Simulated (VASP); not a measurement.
All values below come from PBE GGA, VASP's PBE PAW potentials (set 64) (plane waves; VASP).

The input files of a VASP run:

File POSCAR:
```
Ga31As32
1.0
 11.5222104212   0.0000000000   0.0000000000
  0.0000000000  11.5222104212   0.0000000000
  0.0000000000   0.0000000000  11.5222104212
Ga As
31 32
Cart
  5.7611052106   0.0000000000   0.0000000000
  8.6416578159   2.8805526053   0.0000000000
  8.6416578159   0.0000000000   2.8805526053
  0.0000000000   0.0000000000   0.0000000000
  2.8805526053   2.8805526053   0.0000000000
  5.7611052106   5.7611052106   0.0000000000
  8.6416578159   8.6416578159   0.0000000000
  2.8805526053   0.0000000000   2.8805526053
  5.7611052106   2.8805526053   2.8805526053
  8.6416578159   5.7611052106   2.8805526053
  5.7611052106   0.0000000000   5.7611052106
  8.6416578159   2.8805526053   5.7611052106
  8.6416578159   0.0000000000   8.6416578159
  0.0000000000   5.7611052106   0.0000000000
  2.8805526053   8.6416578159   0.0000000000
  0.0000000000   2.8805526053   2.8805526053
  2.8805526053   5.7611052106   2.8805526053
  5.7611052106   8.6416578159   2.8805526053
  0.0000000000   0.0000000000   5.7611052106
  2.8805526053   2.8805526053   5.7611052106
  8.6416578159   8.6416578159   5.7611052106
  2.8805526053   0.0000000000   8.6416578159
  5.7611052106   2.8805526053   8.6416578159
  8.6416578159   5.7611052106   8.6416578159
  0.0000000000   8.6416578159   2.8805526053
  0.0000000000   5.7611052106   5.7611052106
  2.8805526053   8.6416578159   5.7611052106
  0.0000000000   2.8805526053   8.6416578159
  2.8805526053   5.7611052106   8.6416578159
  5.7611052106   8.6416578159   8.6416578159
  0.0000000000   8.6416578159   8.6416578159
  7.2013815133   1.4402763027   1.4402763027
 10.0819341186   4.3208289080   1.4402763027
 10.0819341186   1.4402763027   4.3208289080
  1.4402763027   1.4402763027   1.4402763027
  4.3208289080   4.3208289080   1.4402763027
  7.2013815133   7.2013815133   1.4402763027
 10.0819341186  10.0819341186   1.4402763027
  4.3208289080   1.4402763027   4.3208289080
  7.2061401862   4.3684732480   4.3613409998
 10.0819341186   7.2013815133   4.3208289080
  7.2013815133   1.4402763027   7.2013815133
 10.0819341186   4.3208289080   7.2013815133
 10.0819341186   1.4402763027  10.0819341186
  1.4402763027   7.2013815133   1.4402763027
  4.3208289080  10.0819341186   1.4402763027
  1.4402763027   4.3208289080   4.3208289080
  4.3316136969   7.2208425267   4.3249423371
  7.2013815133  10.0819341186   4.3208289080
  1.4402763027   1.4402763027   7.2013815133
  4.3332037619   4.3685884701   7.2182615515
  7.1959660744   7.1732903642   7.2407068174
 10.0819341186  10.0819341186   7.2013815133
  4.3208289080   1.4402763027  10.0819341186
  7.2013815133   4.3208289080  10.0819341186
 10.0819341186   7.2013815133  10.0819341186
  1.4402763027  10.0819341186   4.3208289080
  1.4402763027   7.2013815133   7.2013815133
  4.3208289080  10.0819341186   7.2013815133
  1.4402763027   4.3208289080  10.0819341186
  4.3208289080   7.2013815133  10.0819341186
  7.2013815133  10.0819341186  10.0819341186
  1.4402763027  10.0819341186  10.0819341186
```

### INCAR
```
SYSTEM = Ga31As32
PREC = Normal
ENCUT = 400
EDIFF = 1E-5
NELM = 100
ALGO = Fast
LREAL = Auto
LASPH = .TRUE.
ISMEAR = 0
SIGMA = 0.05
GGA = PE
LMAXMIX = 4
LWAVE = .TRUE.
LCHARG = .FALSE.
NELMIN = 4
ISYM = 0
NELECT = 254.0
IBRION = 2
ISIF = 2
NSW = 60
EDIFFG = -0.03
```

### KPOINTS
```
Automatic mesh
0
Gamma
1 1 1
0 0 0
```

POTCAR, in this order: Ga As (PBE.64 set). Program: vasp_gam.

The run wrote:

File OUTCAR:
```
 ion  position               nearest neighbor table
   1  0.500  0.000  0.000-  32 2.49  46 2.49  54 2.49  62 2.49
   2  0.750  0.250  0.000-  32 2.49  33 2.49  44 2.49  55 2.49
   3  0.750  0.000  0.250-  32 2.49  34 2.49  38 2.49  49 2.49
   4  0.000  0.000  0.000-  35 2.49  38 2.49  44 2.49  63 2.49
   5  0.250  0.250  0.000-  35 2.49  36 2.49  54 2.49  60 2.49
   6  0.500  0.500  0.000-  36 2.49  37 2.49  55 2.49  61 2.49
   7  0.750  0.750  0.000-  37 2.49  38 2.49  56 2.49  62 2.49
   8  0.250  0.000  0.250-  35 2.49  39 2.49  46 2.49  57 2.49
   9  0.500  0.250  0.250-  32 2.49  36 2.49  39 2.49  40 2.55
  10  0.750  0.500  0.250-  40 2.49  37 2.49  33 2.49  41 2.49
  11  0.500  0.000  0.500-  39 2.49  42 2.49  49 2.49  59 2.49
  12  0.750  0.250  0.500-  34 2.49  42 2.49  43 2.49  40 2.50
  13  0.750  0.000  0.750-  42 2.49  44 2.49  53 2.49  62 2.49
  14  0.000  0.500  0.000-  33 2.49  45 2.49  56 2.49  60 2.49
  15  0.250  0.750  0.000-  45 2.49  46 2.49  61 2.49  63 2.49
  16  0.000  0.250  0.250-  33 2.49  34 2.49  35 2.49  47 2.49
  17  0.250  0.500  0.250-  36 2.49  45 2.49  47 2.49  48 2.51
  18  0.500  0.750  0.250-  48 2.48  46 2.49  37 2.49  49 2.49
  19  0.000  0.000  0.500-  34 2.49  50 2.49  53 2.49  57 2.49
  20  0.250  0.250  0.500-  39 2.49  47 2.49  50 2.49  51 2.54
  21  0.750  0.750  0.500-  41 2.49  49 2.49  53 2.49  52 2.54
  22  0.250  0.000  0.750-  50 2.49  54 2.49  59 2.49  63 2.49
  23  0.500  0.250  0.750-  42 2.49  54 2.49  55 2.49  51 2.51
  24  0.750  0.500  0.750-  52 2.46  43 2.49  55 2.49  56 2.49
  25  0.000  0.750  0.250-  38 2.49  41 2.49  45 2.49  57 2.49
  26  0.000  0.500  0.500-  41 2.49  43 2.49  47 2.49  58 2.49
  27  0.250  0.750  0.500-  48 2.49  57 2.49  58 2.49  59 2.49
  28  0.000  0.250  0.750-  43 2.49  44 2.49  50 2.49  60 2.49
  29  0.250  0.500  0.750-  51 2.46  58 2.49  60 2.49  61 2.49
  30  0.500  0.750  0.750-  52 2.49  59 2.49  61 2.49  62 2.49
  31  0.000  0.750  0.750-  53 2.49  56 2.49  58 2.49  63 2.49
  32  0.625  0.125  0.125-   1 2.49   2 2.49   3 2.49   9 2.49
  33  0.875  0.375  0.125-   2 2.49  10 2.49  14 2.49  16 2.49
  34  0.875  0.125  0.375-   3 2.49  12 2.49  16 2.49  19 2.49
  35  0.125  0.125  0.125-   4 2.49   5 2.49   8 2.49  16 2.49
  36  0.375  0.375  0.125-   5 2.49   6 2.49   9 2.49  17 2.49
  37  0.625  0.625  0.125-   6 2.49   7 2.49  10 2.49  18 2.49
  38  0.875  0.875  0.125-   3 2.49   4 2.49   7 2.49  25 2.49
  39  0.375  0.125  0.375-   8 2.49   9 2.49  11 2.49  20 2.49
  40  0.625  0.379  0.379-  10 2.49  12 2.50   9 2.55
  41  0.875  0.625  0.375-  10 2.49  21 2.49  25 2.49  26 2.49
  42  0.625  0.125  0.625-  11 2.49  12 2.49  13 2.49  23 2.49
  43  0.875  0.375  0.625-  12 2.49  24 2.49  26 2.49  28 2.49
  44  0.875  0.125  0.875-   2 2.49   4 2.49  13 2.49  28 2.49
  45  0.125  0.625  0.125-  14 2.49  15 2.49  17 2.49  25 2.49
  46  0.375  0.875  0.125-   1 2.49   8 2.49  15 2.49  18 2.49
  47  0.125  0.375  0.375-  16 2.49  17 2.49  20 2.49  26 2.49
  48  0.376  0.627  0.375-  18 2.48  27 2.49  17 2.51
  49  0.625  0.875  0.375-   3 2.49  11 2.49  18 2.49  21 2.49
  50  0.125  0.125  0.625-  19 2.49  20 2.49  22 2.49  28 2.49
  51  0.376  0.379  0.626-  29 2.46  23 2.51  20 2.54
  52  0.625  0.623  0.628-  24 2.46  30 2.49  21 2.54
  53  0.875  0.875  0.625-  13 2.49  19 2.49  21 2.49  31 2.49
  54  0.375  0.125  0.875-   1 2.49   5 2.49  22 2.49  23 2.49
  55  0.625  0.375  0.875-   2 2.49   6 2.49  23 2.49  24 2.49
  56  0.875  0.625  0.875-   7 2.49  14 2.49  24 2.49  31 2.49
  57  0.125  0.875  0.375-   8 2.49  19 2.49  25 2.49  27 2.49
  58  0.125  0.625  0.625-  26 2.49  27 2.49  29 2.49  31 2.49
  59  0.375  0.875  0.625-  11 2.49  22 2.49  27 2.49  30 2.49
  60  0.125  0.375  0.875-   5 2.49  14 2.49  28 2.49  29 2.49
  61  0.375  0.625  0.875-   6 2.49  15 2.49  29 2.49  30 2.49
  62  0.625  0.875  0.875-   1 2.49   7 2.49  13 2.49  30 2.49
  63  0.125  0.875  0.875-   4 2.49  15 2.49  22 2.49  31 2.49
 Subroutine IBZKPT returns following result:
 Found      1 irreducible k-points:

 Following reciprocal coordinates:
            Coordinates               Weight
  0.000000  0.000000  0.000000      1.000000
   k-points           NKPTS =      1   k-points in BZ     NKDIM =      1   number of bands    NBANDS=    159
   number of dos      NEDOS =    301   number of ions     NIONS =     63
   total plane-waves  NPLWV = 175616
   dimension x,y,z NGX =    56 NGY =   56 NGZ =   56
   dimension x,y,z NGXF=   112 NGYF=  112 NGZF=  112
...
```

File OSZICAR:
```
...
RMM:  16    -0.250934472305E+03    0.10912E-04   -0.70842E-04   318   0.392E-02    0.524E-02
RMM:  17    -0.250934469088E+03    0.32171E-05   -0.19565E-04   313   0.188E-02    0.327E-02
RMM:  18    -0.250934444341E+03    0.24747E-04   -0.45677E-05   244   0.107E-02    0.687E-03
RMM:  19    -0.250934444819E+03   -0.47815E-06   -0.96825E-06   194   0.459E-03
   1 F= -.25093444E+03 E0= -.25087921E+03  d E =-.250934E+03
       N       E                     dE             d eps       ncg     rms          rms(c)
DAV:   1    -0.251030101687E+03   -0.95657E-01   -0.15194E+00   364   0.222E+00    0.595E-01
RMM:   2    -0.251038059338E+03   -0.79577E-02   -0.10673E-01   318   0.572E-01    0.268E-01
RMM:   3    -0.251038322629E+03   -0.26329E-03   -0.15549E-02   327   0.226E-01    0.226E-01
RMM:   4    -0.251037812631E+03    0.51000E-03   -0.33719E-03   335   0.949E-02    0.128E-01
RMM:   5    -0.251037636558E+03    0.17607E-03   -0.84171E-04   321   0.489E-02    0.627E-02
RMM:   6    -0.251037645478E+03   -0.89203E-05   -0.53930E-04   319   0.345E-02    0.373E-02
RMM:   7    -0.251037636086E+03    0.93920E-05   -0.11946E-04   312   0.165E-02    0.182E-02
RMM:   8    -0.251037633166E+03    0.29203E-05   -0.28671E-05   216   0.864E-03
   2 F= -.25103763E+03 E0= -.25098377E+03  d E =-.103188E+00
       N       E                     dE             d eps       ncg     rms          rms(c)
DAV:   1    -0.251069310113E+03   -0.31674E-01   -0.13182E+00   356   0.207E+00    0.531E-01
RMM:   2    -0.251076045842E+03   -0.67357E-02   -0.91319E-02   318   0.536E-01    0.221E-01
RMM:   3    -0.251076865058E+03   -0.81922E-03   -0.13114E-02   327   0.210E-01    0.205E-01
RMM:   4    -0.251076291278E+03    0.57378E-03   -0.26030E-03   331   0.867E-02    0.978E-02
RMM:   5    -0.251076210777E+03    0.80501E-04   -0.71917E-04   321   0.458E-02    0.512E-02
RMM:   6    -0.251076221627E+03   -0.10850E-04   -0.37734E-04   319   0.296E-02    0.313E-02
RMM:   7    -0.251076215660E+03    0.59668E-05   -0.86239E-05   288   0.142E-02
   3 F= -.25107622E+03 E0= -.25102446E+03  d E =-.141771E+00
       N       E                     dE             d eps       ncg     rms          rms(c)
DAV:   1    -0.251125739065E+03   -0.49517E-01   -0.13782E+00   332   0.200E+00    0.392E-01
RMM:   2    -0.251130401944E+03   -0.46629E-02   -0.65404E-02   318   0.445E-01    0.150E-01
RMM:   3    -0.251131714014E+03   -0.13121E-02   -0.10982E-02   322   0.182E-01    0.153E-01
RMM:   4    -0.251131558951E+03    0.15506E-03   -0.20750E-03   343   0.724E-02    0.882E-02
RMM:   5    -0.251131516699E+03    0.42252E-04   -0.43851E-04   323   0.362E-02    0.490E-02
RMM:   6    -0.251131518347E+03   -0.16486E-05   -0.23133E-04   319   0.246E-02    0.219E-02
RMM:   7    -0.251131512660E+03    0.56874E-05   -0.35648E-05   228   0.103E-02
   4 F= -.25113151E+03 E0= -.25108370E+03  d E =-.552970E-01
       N       E                     dE             d eps       ncg     rms          rms(c)
DAV:   1    -0.251137860336E+03   -0.63420E-02   -0.10761E+01   325   0.559E+00    0.100E+00
RMM:   2    -0.251183299644E+03   -0.45439E-01   -0.55726E-01   318   0.128E+00    0.392E-01
RMM:   3    -0.251191988997E+03   -0.86894E-02   -0.91232E-02   330   0.524E-01    0.291E-01
RMM:   4    -0.251192380203E+03   -0.39121E-03   -0.12200E-02   330   0.195E-01    0.216E-01
RMM:   5    -0.251192061918E+03    0.31828E-03   -0.41547E-03   322   0.110E-01    0.809E-02
RMM:   6    -0.251192131387E+03   -0.69468E-04   -0.94506E-04   322   0.548E-02    0.364E-02
RMM:   7    -0.251192153925E+03   -0.22538E-04   -0.24322E-04   338   0.260E-02    0.208E-02
RMM:   8    -0.251192151036E+03    0.28888E-05   -0.66766E-05   260   0.138E-02
   5 F= -.25119215E+03 E0= -.25115319E+03  d E =-.115935E+00
       N       E                     dE             d eps       ncg     rms          rms(c)
DAV:   1    -0.251218932541E+03   -0.26779E-01   -0.24719E+00   348   0.241E+00    0.387E-01
RMM:   2    -0.251229848104E+03   -0.10916E-01   -0.13317E-01   318   0.519E-01    0.131E-01
RMM:   3    -0.251232642560E+03   -0.27945E-02   -0.25111E-02   342   0.221E-01    0.120E-01
RMM:   4    -0.251232582085E+03    0.60475E-04   -0.22129E-03   320   0.791E-02    0.744E-02
RMM:   5    -0.251232556519E+03    0.25565E-04   -0.83190E-04   322   0.433E-02    0.324E-02
RMM:   6    -0.251232559336E+03   -0.28167E-05   -0.15233E-04   301   0.207E-02    0.167E-02
RMM:   7    -0.251232559713E+03   -0.37648E-06   -0.37024E-05   229   0.103E-02
   6 F= -.25123256E+03 E0= -.25119403E+03  d E =-.404087E-01
       N       E                     dE             d eps       ncg     rms          rms(c)
DAV:   1    -0.251209329244E+03    0.23230E-01   -0.74473E+00   318   0.418E+00    0.732E-01
RMM:   2    -0.251242695561E+03   -0.33366E-01   -0.41871E-01   318   0.916E-01    0.229E-01
RMM:   3    -0.251251506348E+03   -0.88108E-02   -0.78806E-02   343   0.393E-01    0.227E-01
RMM:   4    -0.251251189342E+03    0.31701E-03   -0.68761E-03   318   0.139E-01    0.137E-01
RMM:   5    -0.251251139627E+03    0.49716E-04   -0.24026E-03   322   0.745E-02    0.546E-02
RMM:   6    -0.251251179404E+03   -0.39777E-04   -0.49241E-04   328   0.365E-02    0.237E-02
RMM:   7    -0.251251180999E+03   -0.15955E-05   -0.97862E-05   274   0.166E-02
   7 F= -.25125118E+03 E0= -.25121292E+03  d E =-.590300E-01
       N       E                     dE             d eps       ncg     rms          rms(c)
DAV:   1    -0.251251293172E+03   -0.11377E-03   -0.31524E-01   348   0.863E-01    0.140E-01
RMM:   2    -0.251252602121E+03   -0.13089E-02   -0.16707E-02   318   0.182E-01    0.483E-02
RMM:   3    -0.251252949896E+03   -0.34778E-03   -0.30970E-03   342   0.780E-02    0.398E-02
RMM:   4    -0.251252949447E+03    0.44858E-06   -0.34052E-04   305   0.297E-02    0.204E-02
RMM:   5    -0.251252955503E+03   -0.60561E-05   -0.87605E-05   262   0.144E-02
   8 F= -.25125296E+03 E0= -.25121466E+03  d E =-.608045E-01
       N       E                     dE             d eps       ncg     rms          rms(c)
DAV:   1    -0.251268339234E+03   -0.15390E-01   -0.31246E-01   332   0.104E+00    0.233E-01
RMM:   2    -0.251269692940E+03   -0.13537E-02   -0.22523E-02   318   0.272E-01    0.767E-02
RMM:   3    -0.251269891012E+03   -0.19807E-03   -0.34710E-03   328   0.107E-01    0.435E-02
RMM:   4    -0.251269879614E+03    0.11397E-04   -0.55922E-04   326   0.423E-02    0.194E-02
RMM:   5    -0.251269886379E+03   -0.67650E-05   -0.13555E-04   323   0.202E-02    0.879E-03
RMM:   6    -0.251269888810E+03   -0.24309E-05   -0.29384E-05   219   0.936E-03
   9 F= -.25126989E+03 E0= -.25123145E+03  d E =-.169333E-01
       N       E                     dE             d eps       ncg     rms          rms(c)
DAV:   1    -0.251272097391E+03   -0.22110E-02   -0.11839E-01   340   0.640E-01    0.145E-01
RMM:   2    -0.251272620432E+03   -0.52304E-03   -0.86587E-03   318   0.168E-01    0.477E-02
RMM:   3    -0.251272701234E+03   -0.80803E-04   -0.13593E-03   330   0.664E-02    0.275E-02
RMM:   4    -0.251272697582E+03    0.36524E-05   -0.21412E-04   327   0.262E-02    0.131E-02
RMM:   5    -0.251272699347E+03   -0.17653E-05   -0.51652E-05   260   0.127E-02
  10 F= -.25127270E+03 E0= -.25123411E+03  d E =-.197438E-01
       N       E                     dE             d eps       ncg     rms          rms(c)
DAV:   1    -0.251274454802E+03   -0.17572E-02   -0.88599E-02   332   0.562E-01    0.105E-01
RMM:   2    -0.251274911518E+03   -0.45672E-03   -0.57649E-03   318   0.138E-01    0.318E-02
RMM:   3    -0.251274996151E+03   -0.84633E-04   -0.92294E-04   331   0.562E-02    0.220E-02
RMM:   4    -0.251275001227E+03   -0.50763E-05   -0.13613E-04   324   0.216E-02    0.161E-02
RMM:   5    -0.251274998184E+03    0.30429E-05   -0.50383E-05   265   0.126E-02
  11 F= -.25127500E+03 E0= -.25123630E+03  d E =-.229884E-02
```

OUTCAR:
```
------------------------ aborting loop because EDIFF is reached ----------------------------------------
  FORCE on cell =-STRESS in cart. coord.  units (eV):
  Direction    XX          YY          ZZ          XY          YZ          ZX
  --------------------------------------------------------------------------------------
  Total        4.1574805      4.1050861      4.1761278     -0.0623642      0.2104073     -0.4210076
  in kB        4.3544509      4.2995742      4.3739816     -0.0653189      0.2203759     -0.4409538
  external PRESSURE =       4.3426689 kB  Pullay stress =       0.0000000 kB
  volume of cell :     1529.70
      direct lattice vectors                 reciprocal lattice vectors
    11.522210421  0.000000000  0.000000000     0.086788903  0.000000000  0.000000000
     0.000000000 11.522210421  0.000000000     0.000000000  0.086788903  0.000000000
     0.000000000  0.000000000 11.522210421     0.000000000  0.000000000  0.086788903
  FREE ENERGIE OF THE ION-ELECTRON SYSTEM (eV)
  ---------------------------------------------------
  free  energy   TOTEN  =      -251.2749981843 eV

  energy  without entropy=     -251.1976100275  energy(sigma->0) =     -251.23630411

 reached required accuracy - stopping structural energy minimisation
```
(Selected blocks of OUTCAR.)

File CONTCAR:
```
Ga31As32
   1.00000000000000
    11.5222104212000005    0.0000000000000000    0.0000000000000000
     0.0000000000000000   11.5222104212000005    0.0000000000000000
     0.0000000000000000    0.0000000000000000   11.5222104212000005
  Ga              As
    31    32
Direct
     0.5001962000749018    0.0005421228801024    0.0002113013262435
     0.7491120566745747    0.2507094070186382    0.9995359999641317
     0.7491588069415567    0.9990653208322546    0.2512195519701493
     0.0000971824426107    0.9998779685911445    0.0000230366054061
     0.2512639104913594    0.2509509071790902    0.0010829090324897
     0.5000733966309890    0.5000359157974202    0.0003571422403585
     0.7489449444239937    0.7488549147118889    0.0009424179695614
     0.2513372317675532    0.0012482684989322    0.2513580005672534
     0.5058366860154396    0.2546418044494319    0.2546667546687839
     0.7453920222888190    0.4939779975971513    0.2546880493981250
     0.5000581323165312    0.0002046665810761    0.5001298571701622
     0.7453543648429546    0.2547648674548775    0.4941350066708697
     0.7488602091766972    0.0009994706959141    0.7488676778343686
     0.9999949381204305    0.4996559435151993    0.0003374042412095
     0.2510686449771272    0.7490928271940848    0.9994194057403395
     0.0010331898555306    0.2508790312572902    0.2511209988118361
     0.2540720795069261    0.5051797720547596    0.2540317690542783
     0.4947757575614810    0.7459151938949588    0.2540659942073754
     0.9999317702673978    0.0003384719099683    0.4999987036897420
     0.2543461389918047    0.2543997431590740    0.5054817039793762
     0.7461106511844219    0.7459804703334981    0.5053190934299570
     0.2511779410021939    0.9991294212767881    0.7490080360809154
     0.4945343841845834    0.2545060645020015    0.7456551946583053
     0.7461112352687664    0.5050698372266345    0.7461412575411589
     0.9991319153988852    0.7490450439498119    0.2512924756858298
     0.0000886006916733    0.5000854729243542    0.5000918010215538
     0.2540617615794863    0.7459871517878730    0.4946958753959488
     0.9993269426977462    0.2508813300231980    0.7489794163909828
     0.2542889105742734    0.4943094920416938    0.7459443893647448
     0.5053983124587735    0.7459416546715475    0.7462999001471065
     0.0008656326887817    0.7489696246130098    0.7488919530081343
     0.6252786726667391    0.1250917083240483    0.1254187959115255
     0.8749925318600943    0.3747341650847043    0.1252800538370924
     0.8749146840375637    0.1252199274844155    0.3748383220801574
     0.1253375082535854    0.1253101686984387    0.1253360233677126
     0.3755750989146759    0.3753757647133193    0.1269529114412796
     0.6247218695445543    0.6245165657988437    0.1269742414765056
     0.8747255163135900    0.8747640531991578    0.1253590150288501
     0.3756545947241419    0.1271255871194053    0.3756527031256681
     0.6135783168560796    0.3863690079696540    0.3861579563556289
     0.8732711069944211    0.6244780444948793    0.3753998724224582
     0.6245703225679833    0.1270721880791975    0.6244639877821022
     0.8733831221210995    0.3753348226309906    0.6245491878270639
     0.8747561945407513    0.1252741334603488    0.8747883425570350
     0.1248818562408199    0.6253313515885986    0.1251280756920574
     0.3748656659658965    0.8753787304102236    0.1250648015345077
     0.1267581874920884    0.3754777506917412    0.3755063084698310
     0.3844281136518252    0.6155415589648385    0.3845415642719589
     0.6245563405391769    0.8734492122561395    0.3754988467594377
     0.1251486044678193    0.1250276799335022    0.6252296925129117
     0.3852941905302982    0.3857884640802459    0.6145727379672649
     0.6156174118758794    0.6157429258193844    0.6156892661265022
     0.8750992967714263    0.8752941338486934    0.6252608710722368
     0.3748061896023466    0.1251545478926282    0.8750169269869659
     0.6246395486737284    0.3753002104642325    0.8736622889269262
     0.8751527275165412    0.6252439334864025    0.8751761805998474
     0.1249104442638389    0.8753619484503362    0.3748786420972626
     0.1267303530739612    0.6246411126782438    0.6247256537809109
     0.3754890223606404    0.8734071393839957    0.6246646063550199
     0.1249982831737120    0.3747540437991528    0.8752809273185670
     0.3752901797933802    0.6246157575990444    0.8736634970261731
     0.6252075509758334    0.8753433937652639    0.8752851965679453
     0.1253155425372527    0.8747707892062623    0.8747404248539007
```

The cell is charged, with a uniform compensating background. The supercell is sampled at Γ alone, which is coarse: total energies, pressure and levels can be off, energies of defects by several tenths of an eV.

The cell is a supercell with a defect, built from GaAs (zinc blende): vac_Ga, charge -1. The run is not spin-polarised, so no state with unpaired spins was tried.
